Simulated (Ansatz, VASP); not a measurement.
**Rb26Si22O57 in two plane-wave programs**

Wanted: the spread between two codes on one cell, functional and k mesh. The structure shown is frame 57 of Ansatz's trajectory.

Program: Ansatz 0.2.0. Level of theory: plane waves, with VASP 6.6.1 beside it; single point at LDA. Results are calculated unless marked as measured.

## Step 1: The structure

The cell holds 105 atoms: 22 Si, 26 Rb and 57 O. Its edges and angles: a = 12.147 Å, b = 12.147 Å, c = 12.147 Å, α = 90.0°, β = 90.0°, γ = 90.0°. As first built, before any earlier steps moved the atoms (in the runner's words): 105 atoms (22 Si, 26 K, 57 O) placed at random at 2.46 g/cm^3, melted at 5000 K for 10 ps at fixed volume with the Morse and Coulomb pair potential with partial charges (Pedone, Malavasi, Menziani, Cormack and Segre, J. Phys. Chem. B 110, 11780 (2006)). Quenched from 5000 K to 300 K at 30 K/ps and fixed volume, held 10 ps at zero pressure, then minimised at fixed cell. Then K was replaced by Rb and the cell scaled by 1.013 (the potential has no terms for the new elements, so the cell is a start for a DFT relaxation).

## Step 2: Ansatz: dynamics, LDA

Ansatz runs on its default PAW (the set named soft_2) files.

One frame of this run of dynamics is then solved in both programs, so the motion causes no difference.

Contents of input.yaml:

```yaml
crystal:
  lattice:
    - [12.14687, 0.0, 0.0]
    - [0.0, 12.14687, 0.0]
    - [0.0, 0.0, 12.14687]
  atoms:
    - { symbol: Si, position: [0.27795, 0.40779, 0.20853] }
    - { symbol: Si, position: [0.13676, 0.67068, 0.83889] }
    - { symbol: Si, position: [0.72887, 0.09216, 0.7175] }
    - { symbol: Si, position: [0.83023, 0.00043, 0.92926] }
    - { symbol: Si, position: [0.22062, 0.04092, 0.72935] }
    - { symbol: Si, position: [0.70874, 0.66857, 0.65833] }
    - { symbol: Si, position: [0.38961, 0.06202, 0.22501] }
    - { symbol: Si, position: [0.4534, 0.27575, 0.07325] }
    - { symbol: Si, position: [0.31498, 0.55959, 0.43104] }
    - { symbol: Si, position: [0.64914, 0.90141, 0.55081] }
    - { symbol: Si, position: [0.15917, 0.60598, 0.09733] }
    - { symbol: Si, position: [0.69912, 0.31346, 0.15384] }
    - { symbol: Si, position: [0.96994, 0.5762, 0.28362] }
    - { symbol: Si, position: [0.17276, 0.98165, 0.09736] }
    - { symbol: Si, position: [0.91198, 0.80292, 0.76341] }
    - { symbol: Si, position: [0.06087, 0.13912, 0.92562] }
    - { symbol: Si, position: [0.07588, 0.62913, 0.5123] }
    - { symbol: Si, position: [0.97224, 0.34291, 0.4128] }
    - { symbol: Si, position: [0.87209, 0.48384, 0.60376] }
    - { symbol: Si, position: [0.30984, 0.86434, 0.89735] }
    - { symbol: Si, position: [0.73659, 0.58433, 0.16253] }
    - { symbol: Si, position: [0.0685, 0.87983, 0.57858] }
    - { symbol: Rb, position: [0.22135, 0.40046, 0.64013] }
    - { symbol: Rb, position: [0.47226, 0.12762, 0.54049] }
    - { symbol: Rb, position: [0.65721, 0.77066, 0.92172] }
    - { symbol: Rb, position: [0.72635, 0.22501, 0.4741] }
    - { symbol: Rb, position: [0.55998, 0.98937, 0.01373] }
    - { symbol: Rb, position: [0.93282, 0.77801, 0.05519] }
    - { symbol: Rb, position: [0.92157, 0.50316, 0.92147] }
    - { symbol: Rb, position: [0.45415, 0.14613, 0.80224] }
[... 69 atom lines left out ...]
    - { symbol: O, position: [0.60739, 0.6353, 0.73251] }
    - { symbol: O, position: [0.70918, 0.94335, 0.44136] }
    - { symbol: O, position: [0.69761, 0.97552, 0.65483] }
    - { symbol: O, position: [0.76108, 0.56235, 0.5927] }
    - { symbol: O, position: [0.86779, 0.88821, 0.857] }
    - { symbol: O, position: [0.73497, 0.06166, 0.85267] }
kpoints:
  mp_grid: { grid: [1, 1, 1] }
hamiltonian:
  xc: lda
scf:
  occupations: { method: fermi_dirac, width: 0.05 }
output:
  forces: true
md:
  timestep: 1.0
  n_steps: 172
  ensemble: nvt_langevin
  temperature: 400
  initial_velocities: maxwell_boltzmann
  seed: 3022
```

On the command line:

```bash
> ansatz run input.yaml --threads 4 --pin off --max-ram 8192MiB --backend cpu --events-out ev --progress --plain --runs-dir out
```

Numbers of over 12 decimals in the logs are rounded to 6 here.

Log:

```text
Warning: md: disabling space-group detection — thermal motion breaks the input geometry's symmetry, so no spatial operation reduces the k-mesh or symmetrises the density; time reversal is kept, so that k and −k are solved as one point where they differ and the mesh holds both, and exact exchange and, on two spinor components, a DFT+U term hold to it where the run has them: on two components no moment then forms, and  [...]
Engine: ansatz 0.2.0, aarch64-unknown-linux-gnu
Pseudopotentials: kind: paw
Pseudopotential: Si, paw, valence charge 4, recommended cutoff 420 eV (normal), Si.paw.azcp
Pseudopotential: Rb, paw, valence charge 9, recommended cutoff 420 eV (normal), Rb.paw.azcp
Pseudopotential: O, paw, valence charge 6, recommended cutoff 420 eV (normal), O.paw.azcp
Functional definition: SPW92
  exchange = slater_x
  correlation = pw_c
Crystal: 105 atoms, lattice volume = 1792.228 Å³
Basis set: ecut = 420 eV, 35033 PW (Γ)
Bands: 437, of which v1, the nominal top of the filled ones, is band 332 counted from 1 (331 counted from 0)
Symmetry: 1 space group operations
k-points: 1
Non-local potential: Si, projectors of the file, l = 0: 2, l = 1: 2, l = 2: 2
Non-local potential: Rb, projectors of the file, l = 0: 3, l = 1: 2, l = 2: 2
Non-local potential: O, projectors of the file, l = 0: 2, l = 1: 2, l = 2: 1
PAW form: soft (Blöchl's): semilocal exchange-correlation on the pseudo side does not see the compensation charge
PAW frozen core: Si, regenerated for the run's functional, and the local potential with it (the file was generated under x = pbe(κ = 0.804, μ = 0.219515), c = pbe(β = 0.066725))
PAW frozen core: Rb, regenerated for the run's functional, and the local potential with it (the file was generated under x = pbe(κ = 0.804, μ = 0.219515), c = pbe(β = 0.066725))
PAW frozen core: O, regenerated for the run's functional, and the local potential with it (the file was generated under x = pbe(κ = 0.804, μ = 0.219515), c = pbe(β = 0.066725))
PAW one-centre angular grid: Si, 110 points (default); XC on 64 Gauss nodes
PAW one-centre angular grid: Rb, 110 points (default); XC on 64 Gauss nodes
PAW one-centre angular grid: O, 110 points (default); XC on 64 Gauss nodes
Initial density: superposition of atomic densities (neutral atoms: chi_scale 0, normalization atom), corrected by the library's trained network
Initial wavefunctions: pseudopotential atomic-orbital guess
Functional: x = slater, c = lda
SCF iter   1: F=—  HF=-127590.328395 eV  |F-HF|=—  |Δ(HF+E_count)|=         —  Δρ=1.24e-2  dr2=2.58e0  ethr=1.77e-3  ⟨swp⟩=6.0  Hψ=1993  notcnv=0  defer=92
preconditioner: auto → Resta (q_TF=auto, 2.312 Å⁻¹)  ε∞=3.3  [insulator: Δε(μ)=2.256 eV  Ē_g=14.190 eV  σ=0.050 eV  W_gap=1.00  n_scr=364 (ndim 8)  ℏωp=21.7 eV  f_vac=0.116  D(μ)=0.00/eV (n_scr^D=0)  ε∞_Penn≈3.3]
SCF iter   2: F=—  HF=-127589.676346 eV  |F-HF|=—  |Δ(HF+E_count)|=   6.52e-1  Δρ=4.26e-3  dr2=1.47e-1  ethr=3.89e-4  ⟨swp⟩=2.0  Hψ=785  notcnv=0  defer=98
SCF iter   3: F=—  HF=-127589.640555 eV  |F-HF|=—  |Δ(HF+E_count)|=   3.58e-2  Δρ=1.70e-3  dr2=3.73e-2  ethr=2.21e-5  ⟨swp⟩=2.0  Hψ=614  notcnv=0  defer=98
SCF iter   4: F=—  HF=-127589.633761 eV  |F-HF|=—  |Δ(HF+E_count)|=   6.79e-3  Δρ=9.40e-4  dr2=1.33e-2  ethr=5.62e-6  ⟨swp⟩=2.0  Hψ=485  notcnv=0  defer=98
SCF iter   5: F=—  HF=-127589.630653 eV  |F-HF|=—  |Δ(HF+E_count)|=   3.11e-3  Δρ=1.48e-4  dr2=6.03e-4  ethr=2.00e-6  ⟨swp⟩=2.0  Hψ=643  notcnv=0  defer=98
SCF iter   6: F=—  HF=-127589.630732 eV  |F-HF|=—  |Δ(HF+E_count)|=   7.88e-5  Δρ=8.97e-5  dr2=1.28e-4  ethr=9.08e-8  ⟨swp⟩=2.0  Hψ=645  notcnv=0  defer=98
SCF iter   7: F=—  HF=-127589.630731 eV  |F-HF|=—  |Δ(HF+E_count)|=   7.47e-7  Δρ=2.47e-5  dr2=1.18e-5  ethr=1.93e-8  ⟨swp⟩=2.0  Hψ=645  notcnv=0  defer=98
SCF iter   8: F=—  HF=-127589.634853 eV  |F-HF|=—  |Δ(HF+E_count)|=   4.12e-3  Δρ=8.73e-6  dr2=1.60e-6  ethr=1.78e-9  ⟨swp⟩=2.0  Hψ=709  notcnv=0  defer=98
SCF iter   9: F=—  HF=-127589.634854 eV  |F-HF|=—  |Δ(HF+E_count)|=   2.10e-7  Δρ=4.95e-6  dr2=4.04e-7  ethr=2.40e-10  ⟨swp⟩=2.0  Hψ=645  notcnv=0  defer=98
SCF iter  10: F=-127589.634854 eV  HF=-127589.634854 eV  |F-HF|=8.64e-9  |Δ(HF+E_count)|=   1.09e-8  Δρ=1.17e-6  dr2=3.93e-8  ethr=1.51e-11  ⟨swp⟩=2.0  Hψ=1418  notcnv=0
SCF 1 converged in 10 iterations: F = -127589.634854 eV  dr2 = 3.93e-8
  greatest PAW one-centre occupation: 0.974 electrons in one spin orbital (limit 2), on the Rb atom at site 43 (counted from 0), in its partial waves of l = 0
[...]
automatic band count: iteration 1 solves 385 bands in place of 437: the levels show a gap, and the empty bands left out lie too high to hold charge; the band table lists the bands solved (type scf.n_extra_bands for more)
md step   169: t =   169.00 fs  T =   399.3 K  F+E_penalty+E_count = -127588.59209819 eV  E_kin = 5.419518 eV  (6 SCF iters)
md step   170: t =   170.00 fs  T =   406.8 K  F+E_penalty+E_count = -127588.58402819 eV  E_kin = 5.521383 eV  (8 SCF iters)
[...]
md step   171: t =   171.00 fs  T =   407.8 K  F+E_penalty+E_count = -127588.56315821 eV  E_kin = 5.534754 eV  (6 SCF iters)
[...]
md step   172: t =   172.00 fs  T =   409.6 K  F+E_penalty+E_count = -127588.54195616 eV  E_kin = 5.558880 eV  (8 SCF iters)
SCF converged after 8 iterations
Free energy (F): -127588.541956 eV
Harris-Foulkes:  -127588.541956 eV  (|F-HF|=5.66e-9)
Internal energy: -127588.541956 eV  (E = F + TS)
E sigma→0 (E₀):  -127588.541956 eV
Fermi energy:    5.840323 eV
--- Per-component energies (eV) ---
  E_band       = -3028.381112
  E_kinetic    = 16123.690035
  E_local      = -44148.436483  (includes V_loc(G=0)·N_el)
  E_nonlocal   = 8021.063182
  E_hartree    = 15103.202091
  E_xc         = -8763.224261
  E_vxc        = -9989.464399  (∫ρ·V_xc dr)
  E_paw        = -84733.952310  (= ΣΔE_a)
  E_vpaw       = -3241.783435  (= ΣTr[D̂ρ^β])
  E_aug_tail   = 0.146148  (compensation charges beyond the density's cutoff)
  E_ewald      = -29205.462899
  E_core_change = 14.432540  (= ΣΔE_core)
  E_smearing   = -0.000000  (= −TS)
  E_closure    = -0.000000  (closes the sum)
  Σ components = -127588.541956   (vs F -127588.541956, Δ=0.00e0)
--- Forces (eV/Å), atoms counted from 1 ---
  atom   1  Si     0.13976035     1.51898026    -0.36062786
  atom   2  Si    -1.78833251     1.23029198    -2.12253328
  atom   3  Si    -0.70902495    -1.80286076     1.06088390
  atom   4  Si    -2.86863850    -2.46370394    -0.43532447
  atom   5  Si    -0.35259990     1.17159224    -1.45604686
  atom   6  Si     2.96954148     0.48633763    -0.72755288
  atom   7  Si     1.52077917    -1.33694829     0.13323694
  atom   8  Si     0.47347924     0.77377002    -2.14496510
  atom   9  Si     0.34171403    -0.21135248    -1.30866367
  atom  10  Si    -0.57681294    -0.42133470    -0.80728630
  atom  11  Si    -0.68160382     0.89677505     1.28654533
  atom  12  Si    -1.36954144    -1.82302631    -0.02022238
  atom  13  Si     0.54742404     0.52500112     1.74592881
  atom  14  Si    -1.04564012    -1.08781759     1.34937875
  atom  15  Si     2.36681809     0.94045898     0.50460725
  atom  16  Si     1.43475880     0.01240395     0.47341665
  atom  17  Si    -0.67506482     1.63200796     0.23300115
  atom  18  Si     1.30324750    -0.73260134    -0.19026971
  atom  19  Si     1.63076548    -0.73336101     0.49916164
  atom  20  Si     0.65771953     0.31638589     0.11376059
  atom  21  Si     0.08377633     0.33105290    -1.00706565
  atom  22  Si    -1.84415656     0.36188332     0.53498840
  atom  23  Rb     0.22037646    -0.40825939     0.37478121
  atom  24  Rb    -1.09026020    -0.07854184    -0.76216026
[...]
atom  98  O      0.45510016    -0.54052371    -0.10550631
  atom  99  O      0.25845531    -0.02542613     0.95764176
  atom 100  O     -0.42072736    -0.23442956     0.17941417
  atom 101  O     -0.35426474     0.73776542     0.57413547
  atom 102  O      0.81291093     1.44831953     0.29625822
  atom 103  O     -2.01492165     2.02410707     0.47931451
  atom 104  O     -0.47911837     1.22435922     1.39549563
  atom 105  O      0.10581268     0.35352516    -0.24297892
  max |Σ_I F_I| component: 1.26e-4 eV/Å
--- MD trajectory: 172 steps, t = 0.0 → 172.0 fs ---
  final state: T = 409.6 K   F+E_penalty+E_count = -127588.54195616 eV   E_kin = 5.558880 eV
```

Reading the cycles: dr2 is the Hartree energy of the density residual (eV), the measure of convergence; HF is the Harris–Foulkes estimate of the energy, which meets the free energy F at convergence.

## Step 3: VASP: single point, LDA

The same cell, functional (in two slightly different forms), mesh and smearing now go to VASP, with its own data sets.

Lines of VASP's logs that name or quote its potential files are left out, and so is its time.

Contents of INCAR:

```
SYSTEM = Rb26Si22O57
PREC = Accurate
ENCUT = 520
EDIFF = 1E-06
NELM = 120
ISMEAR = -1
SIGMA = 0.05
LREAL = Auto
ALGO = Normal
GGA = CA
NBANDS = 408
LORBIT = 11
LWAVE = .FALSE.
LCHARG = .FALSE.
ISIF = 2
LASPH = .TRUE.
GGA_COMPAT = .FALSE.
EFERMI = MIDGAP
NCORE = 2
```

Contents of POSCAR:

```
Rb26Si22O57
1.0
   12.1468700000      0.0000000000      0.0000000000
    0.0000000000     12.1468700000      0.0000000000
    0.0000000000      0.0000000000     12.1468700000
Si Rb O
22 26 57
Direct
    0.2794135444      0.4048779644      0.2103751831
    0.1352117871      0.6685672935      0.8495933520
    0.7251003757      0.0934479417      0.7184319911
    0.8233808380      0.9978266006      0.9194220404
    0.2109514632      0.0368654641      0.7225482779
    0.7227376271      0.6677193384      0.6481093483
    0.3950729694      0.0680257548      0.2237284173
    0.4603737424      0.2833075517      0.0795842880
    0.3171598939      0.5583742972      0.4271059129
    0.6628950503      0.9025123345      0.5593704386
    0.1526401452      0.5947458069      0.1003962338
    0.6967556251      0.3125002573      0.1519733067
    0.9601321163      0.5758438182      0.2773389359
    0.1761853054      0.9803760146      0.0977288800
    0.9154292423      0.8011940525      0.7660985917
    0.0635801651      0.1324868052      0.9223281389
    0.0732452064      0.6241854898      0.4965806006
    0.9711143694      0.3515061905      0.4121802571
    0.8746780035      0.4857876967      0.5938649216
    0.2983731612      0.8619751426      0.8943044587
    0.7379267252      0.5831872738      0.1566082456
    0.0708083646      0.8654245909      0.5814090379
    0.2221477632      0.4093482519      0.6391687735
    0.4808810829      0.1301816847      0.5375870492
    0.6542179179      0.7829259719      0.9099545809
    0.7285498239      0.2321256422      0.4776127513
    0.5592140197      0.9934575738      0.0242860918
    0.9293422915      0.7846054169      0.0535611232
    0.9288565696      0.4976590677      0.9232337219
    0.4483377199      0.1408675651      0.8068580630
[... 69 atom lines left out ...]
    0.6250087471      0.6316853642      0.7281958233
    0.7088163453      0.9430083635      0.4410354272
    0.7186131077      0.9709003225      0.6602029988
    0.7646414261      0.5593045781      0.5764447961
    0.8574225294      0.8808277359      0.8547140127
    0.7280641021      0.0658935182      0.8512974947
```

Contents of KPOINTS:

```
Automatic mesh
0
Gamma
1 1 1
0 0 0
```

Potentials, in the order of the species: Si, Rb_sv and O (LDA family, release 64).

On the command line:

```bash
> mpirun -np 8 vasp_gam
```

Log:

```text
[banner, memory and clock lines left out]
running    8 mpi-ranks, on    1 nodes
[...]
LDA part: xc-table for (Slater(with rela. corr.)+CA(PZ))
 , standard interpolation
 POSCAR, INCAR and KPOINTS ok, starting setup
[...]
entering main loop
       N       E                     dE             d eps       ncg     rms          rms(c)
DAV:   1     0.625375117878E+04    0.62538E+04   -0.38253E+05   824   0.160E+03
DAV:   2    -0.271699615638E+03   -0.65255E+04   -0.63445E+04  1000   0.380E+02
DAV:   3    -0.830494323767E+03   -0.55879E+03   -0.55605E+03   968   0.116E+02
DAV:   4    -0.858046540305E+03   -0.27552E+02   -0.27485E+02  1128   0.218E+01
[...]
DAV:  19    -0.737117528339E+03    0.90198E-05   -0.24645E-05   984   0.114E-02    0.131E-02
DAV:  20    -0.737117526968E+03    0.13707E-05   -0.11691E-05  1040   0.631E-03    0.652E-03
DAV:  21    -0.737117526830E+03    0.13846E-06   -0.17648E-06   600   0.257E-03
   1 F= -.73711753E+03 E0= -.73711753E+03  d E =-.264583E-10
```

OUTCAR, selected parts (step 3):

```text
  Total      -10.6600442     -4.6526248     -1.7664211      9.9044296      4.5401948      1.9842546
  in kB       -9.5296387     -4.1592542     -1.5791074      8.8541505      4.0587464      1.7738416
  external PRESSURE =      -5.0893334 kB  Pullay stress =       0.0000000 kB

 POSITION                                       TOTAL-FORCE (eV/Angst)
 -----------------------------------------------------------------------------------
      3.39400      4.91800      2.55540        -0.590843      0.210371      0.996370
      1.64240      8.12100     10.31990        -0.703249      1.618152     -2.861560
      8.80770      1.13510      8.72670         1.223259      0.506518     -0.796774
[...]
1.73350      1.08930      0.26080        -0.674138      0.159999      0.317618
      6.40220     11.13330      6.80190         1.465064     -0.445404      0.191805
      2.75940      8.37860      1.69650         0.508066      0.498546      0.298747
      4.62300      5.90760      6.34570         0.688095      0.079652     -0.707358
     10.00040      8.60640      8.92270        -0.165486      0.286271     -1.188005
      8.92550      5.42500      1.94630        -0.776606     -0.166209      0.475582
      2.34210      6.84230      5.79580        -2.530083      0.551929      0.411871
      3.36770      0.30260      2.10230        -0.134873      0.122602      0.328335
      9.65830      3.04670      1.02180        -0.833324      0.263407      1.578599
      9.68890      7.47730      0.53960        -0.474349      0.498525     -0.231879
[...]
-----------------------------------------------------------------------------------
    total drift:                               -0.000840      0.011213      0.051042

  FREE ENERGIE OF THE ION-ELECTRON SYSTEM (eV)
  ---------------------------------------------------
  free  energy   TOTEN  =      -737.1175268296 eV

  energy  without entropy=     -737.1175268296  energy(sigma->0) =     -737.11752683

[... 3 further parts left out ...]
[key lines of the parts left out:]
E-fermi :   2.4498
```

The run ends at a pressure of -0.51 GPa, with forces up to 4.0 eV/Å.

## Step 4: Side by side

Known differences besides the potentials themselves: the two LDA forms differ slightly; the cutoff is 420 eV in Ansatz and 520 eV in VASP (PREC = Accurate, projectors in real space); VASP's log shows a relativistic correction to its local exchange, Ansatz's none. Total energies have different zeros and are not compared.

Forces on 10 of the 105 atoms, those with the largest forces and the largest differences (eV/Å; atoms numbered as in POSCAR):

```tsv
atom	Ansatz x, y, z	VASP x, y, z
Si2	-0.628, 1.551, -2.906	-0.703, 1.618, -2.862
Si6	0.226, -0.559, 2.292	0.272, -0.564, 2.251
Si10	-2.551, 1.036, -0.245	-2.526, 0.986, -0.207
Si14	1.762, 1.404, -1.972	1.820, 1.430, -1.981
Si18	1.903, -1.598, 0.175	1.888, -1.569, 0.124
O51	0.399, 0.369, 0.252	0.508, 0.499, 0.299
O55	-2.524, 0.562, 0.419	-2.530, 0.552, 0.412
O71	3.142, -2.029, 0.980	3.228, -2.078, 1.020
O81	-0.395, -0.060, 1.152	-0.365, -0.163, 1.036
O88	-0.051, -0.324, 0.295	-0.100, -0.362, 0.444
```

The forces differ by 44 meV/Å r.m.s., which is 5.7 % of the r.m.s. force of 0.765 eV/Å (both taken over all components).

## Step 5: Results

* r.m.s. force difference (single point, LDA): 5.7 % of the r.m.s. force

In words: The r.m.s. force difference is 5.7 % of the r.m.s. force (single point, LDA), beyond the 3 % picked in this series as the mark of a large difference. What causes the difference of the single point, LDA pair stays open here. 2 further runs of this series are not shown here. How closely two codes agree says nothing of how well the functional describes the real material.

[Lines on the potential files, build, host, timing and source positions are cut from VASP's logs without a mark.]

[Logs are printed without paths, hosts, clocks, repeated set-up lines and the standing remarks that a program may print on its own settings, such as how far it seeks lower states.]

[Hosts, paths, dates, database ids (printed as entryN), source tags and the programs' standing remarks are cut or masked in the printed files.]
